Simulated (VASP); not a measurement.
Consider the following.

```yaml
crystal:
  lattice:
    - [0.00000, 2.82841, 2.82841]
    - [2.82841, 0.00000, 2.82841]
    - [2.82841, 2.82841, 0.00000]
  atoms:
    - { symbol: Ag, position: [0.00000, 0.00000, 0.00000] }
    - { symbol: Cl, position: [0.50000, 0.50000, 0.50000] }
```

Method: PBEsol GGA, VASP's PBE PAW potentials (set 64) (plane waves; VASP). Numerical set-up: 480 eV cut-off, 8×8×8 Γ-centred mesh, Gaussian smearing of 0.050 eV, potentials Ag Cl.

Give the stress tensor in GPa (positive for a compressed cell).

```
-4.81   0.00   0.00
 0.00  -4.81   0.00
 0.00   0.00  -4.81
```
The pressure is its mean diagonal, -4.81 GPa.

The compound is AgCl in the rock salt structure. This cell was strained or had an atom moved on purpose.
